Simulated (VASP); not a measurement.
# Si: single point with PBE

Si:

```xyz
2
Lattice="0.0000 2.7136 2.7136 2.7136 0.0000 2.7136 2.7136 2.7136 0.0000" Properties=species:S:1:pos:R:3 pbc="T T T"
Si    4.0703    4.0703    4.0703
Si    2.7136    2.7136    2.7136
```

```
Program             : VASP 6.6.1
Task                : single point
Functional          : PBE
Potentials or basis : VASP PAW PBE potentials, release 64 (Si)
Cutoff              : 350 eV
k mesh              : 8 × 8 × 8
Occupations         : gaussian, width 0.02 eV
Spin                : no spin polarisation
```

```yaml
Pressure: 2.1 GPa
Band_gap_on_the_k_mesh: 0.61 eV, indirect (least direct gap 2.57 eV)
```

Levels at points of the mesh, in eV from the valence-band top:
```
           k point  band 2  band 3  band 4  band 5  band 6  band 7
(0.00, 0.00, 0.00)    0.00    0.00    0.00    2.57    2.57    2.57
(0.50, 0.00, 0.00)   -6.98   -1.20   -1.20    1.55    3.34    3.34
(0.50, 0.50, 0.00)   -7.82   -2.86   -2.86    0.71    0.71   10.13
```

Run time: 5 s on 1 thread of Intel(R) Xeon(R) Platinum 8375C CPU @ 2.90GHz (Ice Lake), with other jobs on the host, peak memory 0.12 GiB.

A k mesh can miss the band edges. Expect the measured gap to be larger: semilocal functionals such as PBE lack the derivative discontinuity.
